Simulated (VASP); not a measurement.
**BeS (zinc blende): computed properties**

Level of theory: PBEsol GGA, VASP's PBE PAW potentials (set 64) (plane waves; VASP).

- space group = F-43m (216)
- cell = a = b = c = 4.841 Å, α = β = γ = 90.00°
- volume per atom = 14.18 Å³/atom
- band gap (over mesh and band path) = 2.91 eV
- smallest direct gap (over mesh and band path) = 5.56 eV
- band-edge character = indirect, Γ to X
- density = 2.41 g/cm³
- mean ε∞ (DFPT) = 5.40
- mean ε∞ (independent particles) = 5.91

```
BeS
1.0
    0.00000     2.42036     2.42036
    2.42036     0.00000     2.42036
    2.42036     2.42036     0.00000
Be S
1 1
Direct
  0.00000   0.00000   0.00000
  0.25000   0.25000   0.25000
```

Measured: a 4.870 Å (computed value off by -0.6 %), as given by Narayana, Nesamony, Ruoff (BeS at high pressure [core.ac.uk copy)]. The calculation is for a static lattice, while the measured a holds thermal and zero-point effects, which are part of the difference.

The compound is BeS in the zinc blende structure. It was relaxed first. Symmetry was kept, so distortions that lower it aren't found.
